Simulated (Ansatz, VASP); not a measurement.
**One calculation of B5Pt, two programs**

```
B Pt
1.0
     0.00000    3.05703    3.05703
     3.05703    0.00000    3.05703
     3.05703    3.05703    0.00000
B Pt
5 1
Direct
  0.25000 0.25000 0.25000
  0.12616 0.62461 0.62461
  0.62461 0.62461 0.62461
  0.62461 0.62461 0.12616
  0.62461 0.12616 0.62461
  0.00000 0.00000 0.00000
```

Change from the starting cell: species swapped into the Be5Pd type (F-43m, No. 216).

Alike in both runs: task relaxation of cell and atoms; functional PBE; k mesh 6 × 6 × 6; occupations gaussian, width 0.1 eV; no spin polarisation.

|  | VASP | Ansatz |
| --- | --- | --- |
| version | VASP 6.6.1 | Ansatz 0.2.0 |
| potentials or method | VASP PAW PBE potentials, release 64 (B, Pt) | scalar-relativistic, plane waves, PAW |
| plane-wave cutoff (eV) | 600 | 420 |
| valence electrons in the cell | 25 | 33 |

Ansatz gave:

| Item | Value |
| --- | --- |
| gap on the k mesh at the Fermi level, each at its own relaxed structure (eV) | none |
| relaxed volume (Å³/atom) | 8.31 |
| relaxed cell length with the largest relative difference (Å) | 4.131 |
| energy change over the relaxation (meV/atom) | -177 |

**Question.** Which values does VASP return?

**Answer.** gap on the k mesh at the Fermi level, each at its own relaxed structure (eV): none; relaxed volume (Å³/atom): 8.30; relaxed cell length with the largest relative difference (Å): 4.130; energy change over the relaxation (meV/atom): -178.

A gap of «none» marks a metal or a gap that the smearing closes. The two sets of potentials don't hold the same shells in valence.

Spin-orbit coupling is left out, which matters for the levels of Pt.
